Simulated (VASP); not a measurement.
Method: PBE GGA, VASP's PBE PAW potentials (set 64) (plane waves; VASP).

A VASP calculation is set up with these files.

File KPOINTS:
```
Automatic mesh
0
Gamma
11 11 11
0 0 0
```

### INCAR
```
SYSTEM = SnO
PREC = Accurate
ENCUT = 520
EDIFF = 1E-6
NELM = 100
ALGO = Normal
LREAL = .FALSE.
LASPH = .TRUE.
ISMEAR = 1
SIGMA = 0.1
GGA = PE
LMAXMIX = 4
LWAVE = .FALSE.
LCHARG = .FALSE.
IBRION = 2
ISIF = 3
NSW = 60
EDIFFG = -0.01
```

File POSCAR:
```
SnO
1
    0.0000000000     2.7020131059     2.7020131059
    2.7020131059    -0.0000000000     2.7020131059
    2.7020131059     2.7020131059    -0.0000000000
Sn O
1 1
Direct
  0.0000000000   0.0000000000   0.0000000000
  0.2500000000   0.2500000000   0.2500000000
```

POTCAR, in this order: Sn_d O (PBE.64 set). Program: vasp_std.

Output of the run:

**OSZICAR**
```
       N       E                     dE             d eps       ncg     rms          rms(c)
DAV:   1     0.151008015090E+03    0.15101E+03   -0.10631E+04  1604   0.200E+03
DAV:   2     0.295083326180E+01   -0.14806E+03   -0.14268E+03  1796   0.432E+02
DAV:   3    -0.122219647898E+02   -0.15173E+02   -0.15085E+02  1748   0.125E+02
DAV:   4    -0.126000188387E+02   -0.37805E+00   -0.37793E+00  1774   0.228E+01
DAV:   5    -0.126118127310E+02   -0.11794E-01   -0.11794E-01  2066   0.382E+00    0.870E+00
DAV:   6    -0.107258025721E+02    0.18860E+01   -0.14964E+01  2290   0.514E+01    0.524E+00
DAV:   7    -0.104682875879E+02    0.25751E+00   -0.26180E+00  1794   0.105E+01    0.139E+00
DAV:   8    -0.104449418022E+02    0.23346E-01   -0.12519E-01  1628   0.329E+00    0.466E-01
DAV:   9    -0.104424940587E+02    0.24477E-02   -0.15272E-02  2220   0.120E+00    0.139E-01
DAV:  10    -0.104430684796E+02   -0.57442E-03   -0.67643E-03  2142   0.685E-01    0.135E-01
DAV:  11    -0.104427072931E+02    0.36119E-03   -0.27875E-03  2180   0.393E-01    0.217E-02
DAV:  12    -0.104427083313E+02   -0.10382E-05   -0.14398E-04  1628   0.990E-02    0.107E-02
DAV:  13    -0.104427085707E+02   -0.23938E-06   -0.71785E-06  1778   0.263E-02
   1 F= -.10442709E+02 E0= -.10442595E+02  d E =-.104427E+02
       N       E                     dE             d eps       ncg     rms          rms(c)
DAV:   1    -0.109413647258E+02   -0.49866E+00   -0.10185E+01  1904   0.601E+01    0.455E+00
DAV:   2    -0.105771120054E+02    0.36425E+00   -0.23999E+00  1628   0.151E+01    0.201E+00
DAV:   3    -0.104837928988E+02    0.93319E-01   -0.48675E-01  2338   0.743E+00    0.982E-01
DAV:   4    -0.104570858275E+02    0.26707E-01   -0.94550E-02  1912   0.528E+00    0.131E-01
DAV:   5    -0.104562378998E+02    0.84793E-03   -0.45063E-03  1694   0.882E-01    0.622E-02
DAV:   6    -0.104556870341E+02    0.55087E-03   -0.65847E-04  1700   0.318E-01    0.226E-02
DAV:   7    -0.104556874149E+02   -0.38080E-06   -0.82636E-05  2124   0.110E-01    0.197E-02
DAV:   8    -0.104556722380E+02    0.15177E-04   -0.15403E-05  1924   0.367E-02    0.345E-03
DAV:   9    -0.104556729741E+02   -0.73612E-06   -0.18077E-06  1572   0.125E-02
   2 F= -.10455673E+02 E0= -.10455475E+02  d E =-.129644E-01
       N       E                     dE             d eps       ncg     rms          rms(c)
DAV:   1    -0.104660799646E+02   -0.10408E-01   -0.20241E-01  1904   0.784E+00    0.664E-01
DAV:   2    -0.104586115950E+02    0.74684E-02   -0.53770E-02  1634   0.221E+00    0.294E-01
DAV:   3    -0.104565548750E+02    0.20567E-02   -0.96592E-03  2344   0.121E+00    0.137E-01
DAV:   4    -0.104560459907E+02    0.50888E-03   -0.18074E-03  1934   0.780E-01    0.230E-02
DAV:   5    -0.104560312589E+02    0.14732E-04   -0.10807E-04  1752   0.137E-01    0.941E-03
DAV:   6    -0.104560260900E+02    0.51690E-05   -0.12791E-05  1676   0.419E-02    0.320E-03
DAV:   7    -0.104560276709E+02   -0.15810E-05   -0.96977E-07  1150   0.139E-02    0.252E-03
DAV:   8    -0.104560268358E+02    0.83509E-06   -0.40167E-07   838   0.852E-03
   3 F= -.10456027E+02 E0= -.10455836E+02  d E =-.133183E-01
```

**OUTCAR**
```
------------------------ aborting loop because EDIFF is reached ----------------------------------------
  FORCE on cell =-STRESS in cart. coord.  units (eV):
  Direction    XX          YY          ZZ          XY          YZ          ZX
  --------------------------------------------------------------------------------------
  Total       -0.0014892     -0.0014892     -0.0014892      0.0000000      0.0000000      0.0000000
  in kB       -0.0580712     -0.0580712     -0.0580712      0.0000000      0.0000000      0.0000000
  external PRESSURE =      -0.0580712 kB  Pullay stress =       0.0000000 kB
  volume of cell :       41.09
      direct lattice vectors                 reciprocal lattice vectors
    -0.000000000  2.738785742  2.738785742    -0.182562656  0.182562656  0.182562656
     2.738785742  0.000000000  2.738785742     0.182562656 -0.182562656  0.182562656
     2.738785742  2.738785742  0.000000000     0.182562656  0.182562656 -0.182562656
 POSITION                                       TOTAL-FORCE (eV/Angst)
 -----------------------------------------------------------------------------------
      0.00000      0.00000      0.00000         0.000000      0.000000      0.000000
      1.36939      1.36939      1.36939        -0.000000     -0.000000     -0.000000
 -----------------------------------------------------------------------------------
    total drift:                               -0.000000     -0.000000     -0.000000
  FREE ENERGIE OF THE ION-ELECTRON SYSTEM (eV)
  ---------------------------------------------------
  free  energy   TOTEN  =       -10.4560268358 eV

  energy  without entropy=      -10.4554532500  energy(sigma->0) =      -10.45583564

 reached required accuracy - stopping structural energy minimisation
```
(Selected blocks of OUTCAR.)

**CONTCAR**
```
SnO
   1.00000000000000
    -0.0000000000000000    2.7387857422394823    2.7387857422394823
     2.7387857422394823    0.0000000000000000    2.7387857422394823
     2.7387857422394823    2.7387857422394823    0.0000000000000000
  Sn              O
     1     1
Direct
     0.0000000000000000    0.0000000000000000    0.0000000000000000
     0.2500000000000000    0.2500000000000000    0.2500000000000000
```

Energy and stress use the plane-wave basis of the starting cell.

The structure was generated: SnO was put into the zinc blende type (F-43m), which need not be its known phase. This run relaxes it. Symmetry was kept, so distortions that lower it aren't found. The start is the result of an earlier pass.
